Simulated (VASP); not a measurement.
Energy against volume of AlN (zinc blende). Level of theory: PBEsol GGA, VASP's PBE PAW potentials (set 64) (plane waves; VASP).

```csv
V (Å³/atom),E (eV/atom)
9.857,-7.77901
10.171,-7.79926
10.486,-7.80569
10.800,-7.80020
11.115,-7.78442
```

Fit a third-order Birch-Murnaghan equation of state.

```yaml
volume_per_atom: 10.49 Å³/atom
bulk_modulus: 2020 kbar
pressure_derivative_of_the_bulk_modulus: 3.92
lattice_constant_a: 4.378 Å
```

The compound is AlN in the zinc blende structure, a metastable form; wurtzite is the usual one. It was relaxed first.
